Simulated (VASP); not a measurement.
These are MS2 meta-GGA, VASP's PBE PAW potentials (set 64) (plane waves; VASP 6.6.1) values and carry that method's errors.

VASP ran on this input.

File POSCAR:
```
Zr
1
    1.5803857739    -2.7373084030     0.0000000000
    1.5803857739     2.7373084030     0.0000000000
    0.0000000000     0.0000000000     5.0387943664
Zr
2
Direct
  0.3333330000   0.6666670000   0.2500000000
  0.6666670000   0.3333330000   0.7500000000
```

**KPOINTS**
```
Automatic mesh
0
Gamma
13 13 7
0 0 0
```

**INCAR**
```
SYSTEM = Zr
PREC = Accurate
ENCUT = 520
EDIFF = 1E-7
NELM = 100
ALGO = Normal
LREAL = .FALSE.
LASPH = .TRUE.
ISMEAR = 1
SIGMA = 0.1
METAGGA = MS2
LMIXTAU = .TRUE.
LMAXMIX = 4
LWAVE = .FALSE.
LCHARG = .FALSE.
ISIF = 4
IBRION = 2
NSW = 30
EDIFFG = -0.01
```

POTCAR, in this order: Zr_sv (PBE.64 set). Program: vasp_std.

The run wrote:

**OSZICAR**
```
       N       E                     dE             d eps       ncg     rms          rms(c)
DAV:   1     0.185725941237E+03    0.18573E+03   -0.13157E+04  2688   0.143E+03
DAV:   2    -0.367042775060E+02   -0.22243E+03   -0.22021E+03  3536   0.412E+02
DAV:   3    -0.783286562922E+02   -0.41624E+02   -0.41262E+02  5304   0.880E+01
DAV:   4    -0.806703312825E+02   -0.23417E+01   -0.23416E+01  2776   0.310E+01
DAV:   5    -0.807984219441E+02   -0.12809E+00   -0.12809E+00  3464   0.556E+00    0.883E+01
DAV:   6    -0.260589464498E+02    0.54739E+02   -0.87357E+02  3120   0.129E+02    0.404E+01
DAV:   7    -0.243465392892E+02    0.17124E+01   -0.45139E+01  3416   0.612E+01    0.271E+01
DAV:   8    -0.285028399827E+02   -0.41563E+01   -0.83607E+00  3048   0.320E+01    0.208E+01
DAV:   9    -0.268677152899E+02    0.16351E+01   -0.18005E+00  4104   0.123E+01    0.119E+01
DAV:  10    -0.147295947100E+02    0.12138E+02   -0.11291E+01  2800   0.347E+01    0.929E+00
DAV:  11    -0.176806241077E+02   -0.29510E+01   -0.23966E+00  2752   0.187E+01    0.810E+00
DAV:  12    -0.168984608163E+02    0.78216E+00   -0.42412E+00  4272   0.128E+01    0.799E+00
DAV:  13    -0.168459717917E+02    0.52489E-01   -0.74035E-02  2880   0.281E+00    0.762E+00
DAV:  14    -0.169067131801E+02   -0.60741E-01   -0.58333E-01  3360   0.900E+00    0.721E+00
DAV:  15    -0.170232650309E+02   -0.11655E+00   -0.74499E-01  3544   0.103E+01    0.672E+00
DAV:  16    -0.168480017186E+02    0.17526E+00   -0.83426E-01  3576   0.939E+00    0.436E+00
DAV:  17    -0.168493139564E+02   -0.13122E-02   -0.10067E-01  3736   0.238E+00    0.354E+00
DAV:  18    -0.168581776500E+02   -0.88637E-02   -0.17137E-02  3488   0.109E+00    0.280E+00
DAV:  19    -0.168641159887E+02   -0.59383E-02   -0.40998E-03  3048   0.648E-01    0.237E+00
DAV:  20    -0.168630299253E+02    0.10861E-02   -0.32745E-02  2688   0.165E+00    0.135E+00
DAV:  21    -0.168612353260E+02    0.17946E-02   -0.47402E-03  3848   0.568E-01    0.987E-01
DAV:  22    -0.168589537215E+02    0.22816E-02   -0.35210E-03  2752   0.534E-01    0.767E-01
DAV:  23    -0.168613083873E+02   -0.23547E-02   -0.44152E-03  3376   0.625E-01    0.369E-01
DAV:  24    -0.168614414087E+02   -0.13302E-03   -0.33199E-04  3800   0.200E-01    0.222E-01
DAV:  25    -0.168616680524E+02   -0.22664E-03   -0.33966E-04  2712   0.173E-01    0.220E-01
DAV:  26    -0.168623648053E+02   -0.69675E-03   -0.14341E-03  2704   0.326E-01    0.213E-01
DAV:  27    -0.168622549657E+02    0.10984E-03   -0.19061E-03  2688   0.366E-01    0.172E-01
DAV:  28    -0.168622510419E+02    0.39238E-05   -0.20534E-04  4400   0.127E-01    0.797E-02
DAV:  29    -0.168622347147E+02    0.16327E-04   -0.11477E-04  3608   0.103E-01    0.446E-02
DAV:  30    -0.168622648936E+02   -0.30179E-04   -0.49174E-05  2944   0.681E-02    0.355E-02
DAV:  31    -0.168622617145E+02    0.31791E-05   -0.35343E-06  3384   0.197E-02    0.214E-02
DAV:  32    -0.168622511670E+02    0.10547E-04   -0.72973E-07  2344   0.106E-02    0.152E-02
DAV:  33    -0.168622715183E+02   -0.20351E-04   -0.10164E-06  2840   0.118E-02    0.968E-03
DAV:  34    -0.168622432746E+02    0.28244E-04   -0.10405E-06  2160   0.124E-02    0.463E-03
DAV:  35    -0.168622547544E+02   -0.11480E-04   -0.86434E-08  2224   0.393E-03    0.334E-03
DAV:  36    -0.168622465167E+02    0.82377E-05   -0.28436E-07  2112   0.631E-03    0.647E-04
DAV:  37    -0.168622453083E+02    0.12085E-05   -0.14130E-07  2152   0.363E-03    0.489E-04
DAV:  38    -0.168622447251E+02    0.58314E-06   -0.16076E-08  1528   0.161E-03    0.131E-04
DAV:  39    -0.168622451094E+02   -0.38425E-06   -0.39720E-09  1512   0.654E-04    0.259E-04
DAV:  40    -0.168622448839E+02    0.22551E-06   -0.50764E-09  1528   0.671E-04    0.187E-04
DAV:  41    -0.168622453693E+02   -0.48544E-06   -0.18414E-09  1504   0.367E-04    0.115E-04
DAV:  42    -0.168622453355E+02    0.33823E-07   -0.94004E-10  1528   0.276E-04
   1 F= -.16862245E+02 E0= -.16861840E+02  d E =-.168622E+02
       N       E                     dE             d eps       ncg     rms          rms(c)
DAV:   1    -0.168676554077E+02   -0.54100E-02   -0.34741E-01  2696   0.562E+00    0.397E-01
DAV:   2    -0.168632218485E+02    0.44336E-02   -0.10819E-02  3104   0.975E-01    0.188E-01
DAV:   3    -0.168624830957E+02    0.73875E-03   -0.51827E-03  2808   0.648E-01    0.691E-02
DAV:   4    -0.168630568767E+02   -0.57378E-03   -0.44460E-04  3648   0.225E-01    0.424E-02
DAV:   5    -0.168630894875E+02   -0.32611E-04   -0.51070E-05  2928   0.907E-02    0.166E-02
DAV:   6    -0.168632051431E+02   -0.11566E-03   -0.20952E-05  3296   0.601E-02    0.329E-03
DAV:   7    -0.168631391421E+02    0.66001E-04   -0.60090E-06  3512   0.306E-02    0.274E-03
DAV:   8    -0.168631638995E+02   -0.24757E-04   -0.62919E-07  2352   0.987E-03    0.216E-03
DAV:   9    -0.168631442532E+02    0.19646E-04   -0.36464E-07  2208   0.677E-03    0.845E-04
DAV:  10    -0.168631654732E+02   -0.21220E-04   -0.24818E-07  2128   0.526E-03    0.277E-04
DAV:  11    -0.168631580259E+02    0.74473E-05   -0.52620E-08  1536   0.268E-03    0.328E-04
DAV:  12    -0.168631656841E+02   -0.76582E-05   -0.26458E-08  1496   0.181E-03    0.911E-05
DAV:  13    -0.168631644881E+02    0.11961E-05   -0.31493E-09  1496   0.548E-04    0.845E-05
DAV:  14    -0.168631640405E+02    0.44753E-06   -0.13289E-09  1456   0.343E-04    0.730E-05
DAV:  15    -0.168631646471E+02   -0.60661E-06   -0.10248E-09  1464   0.325E-04    0.231E-05
DAV:  16    -0.168631647114E+02   -0.64245E-07   -0.26872E-10  1448   0.160E-04
   2 F= -.16863165E+02 E0= -.16862898E+02  d E =-.919376E-03
       N       E                     dE             d eps       ncg     rms          rms(c)
DAV:   1    -0.168642410648E+02   -0.10764E-02   -0.74950E-02  2688   0.261E+00    0.185E-01
DAV:   2    -0.168632998389E+02    0.94123E-03   -0.23366E-03  3072   0.455E-01    0.878E-02
DAV:   3    -0.168630880013E+02    0.21184E-03   -0.11405E-03  2808   0.302E-01    0.321E-02
DAV:   4    -0.168632338002E+02   -0.14580E-03   -0.96319E-05  3616   0.104E-01    0.198E-02
DAV:   5    -0.168632322784E+02    0.15218E-05   -0.11619E-05  2944   0.434E-02    0.760E-03
DAV:   6    -0.168632829660E+02   -0.50688E-04   -0.44241E-06  3256   0.278E-02    0.146E-03
DAV:   7    -0.168632518802E+02    0.31086E-04   -0.12765E-06  3032   0.142E-02    0.117E-03
DAV:   8    -0.168632657267E+02   -0.13846E-04   -0.19714E-07  2248   0.564E-03    0.852E-04
DAV:   9    -0.168632559236E+02    0.98031E-05   -0.63025E-08  1624   0.294E-03    0.313E-04
DAV:  10    -0.168632645489E+02   -0.86253E-05   -0.43081E-08  1536   0.215E-03    0.998E-05
DAV:  11    -0.168632632392E+02    0.13097E-05   -0.96010E-09  1480   0.112E-03    0.120E-04
DAV:  12    -0.168632633103E+02   -0.71083E-07   -0.18685E-09  1496   0.352E-04
   3 F= -.16863263E+02 E0= -.16863053E+02  d E =-.101797E-02
```

### OUTCAR
```
------------------------ aborting loop because EDIFF is reached ----------------------------------------
  FORCE on cell =-STRESS in cart. coord.  units (eV):
  Direction    XX          YY          ZZ          XY          YZ          ZX
  --------------------------------------------------------------------------------------
  Total        1.7578681      1.7578680      1.7551187      0.0000000      0.0000000      0.0000000
  in kB       64.6031041     64.6031013     64.5020644      0.0000000      0.0000000      0.0000000
  external PRESSURE =      64.5694233 kB  Pullay stress =       0.0000000 kB
  volume of cell :       43.60
      direct lattice vectors                 reciprocal lattice vectors
     1.574927122 -2.727853734  0.000000000     0.317475008 -0.183294285  0.000000000
     1.574927122  2.727853734 -0.000000000     0.317475008  0.183294285 -0.000000000
     0.000000000  0.000000000  5.073783542     0.000000000  0.000000000  0.197091577
 POSITION                                       TOTAL-FORCE (eV/Angst)
 -----------------------------------------------------------------------------------
      1.57493      0.90929      1.26845        -0.000000      0.000000      0.000000
      1.57493     -0.90929      3.80534         0.000000     -0.000000     -0.000000
 -----------------------------------------------------------------------------------
    total drift:                               -0.000123      0.001077     -0.000019
  FREE ENERGIE OF THE ION-ELECTRON SYSTEM (eV)
  ---------------------------------------------------
  free  energy   TOTEN  =       -16.8632633103 eV

  energy  without entropy=      -16.8626328171  energy(sigma->0) =      -16.86305315

 reached required accuracy - stopping structural energy minimisation
```
(Selected blocks of OUTCAR.)

### CONTCAR
```
Zr
   1.00000000000000
     1.5749271217553966   -2.7278537340816156    0.0000000000000000
     1.5749271217553966    2.7278537340816156   -0.0000000000000000
     0.0000000000000000    0.0000000000000000    5.0737835417801040
  Zr
     2
Direct
     0.3333330000000032    0.6666669999999968    0.2500000000000000
     0.6666669999999968    0.3333330000000032    0.7500000000000000
```

The compound is Zr in the hcp structure. This cell is one point of a volume scan, at 0.94 of the reference volume. Symmetry was kept, so distortions that lower it aren't found.
